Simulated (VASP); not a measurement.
Here is the system:

```
CoSi2
1.0
    0.00000     2.65228     2.65228
    2.65228     0.00000     2.65228
    2.65228     2.65228     0.00000
Co Si
1 2
Cartesian
  0.00000   0.00000   0.00000
  1.32614   1.32614   1.32614
  3.97843   3.97843   3.97843
```

Level of theory: revTPSS meta-GGA, VASP's PBE PAW potentials (set 64) (plane waves; VASP). Numerical set-up: 520 eV cut-off, 11×11×11 Γ-centred mesh, tetrahedra with Blöchl corrections, potentials Co Si.

Question: Give the energies of bands 2 to 11 at the high-symmetry points, in eV from the Fermi level.

Answer: 
```
band      Γ      X      U      L      W
----  -----  -----  -----  -----  -----
2     -4.17  -7.42  -8.17  -9.43  -8.19
3     -4.17  -6.48  -6.80  -3.71  -6.21
4     -4.17  -3.72  -3.95  -3.71  -6.20
5     -2.04  -3.72  -3.52  -2.20  -2.34
6     -2.04  -2.04  -2.27  -1.71  -2.34
7      1.25  -1.99  -1.79  -1.71  -1.99
8      3.40  -1.99  -1.29  -0.44  -1.55
9      3.40  -1.42  -1.02  -0.44  -0.72
10     3.40   1.79   2.09   2.73   3.84
11     3.62   2.78   4.94   3.53   3.84
```

It has no gap at this level: it comes out as a metal or semimetal.

The compound is CoSi2 in the fluorite structure. It was relaxed first. The run is not spin-polarised, so no magnetic state was tried. The electron count is odd and the run is not spin-polarised, which forces a metal.
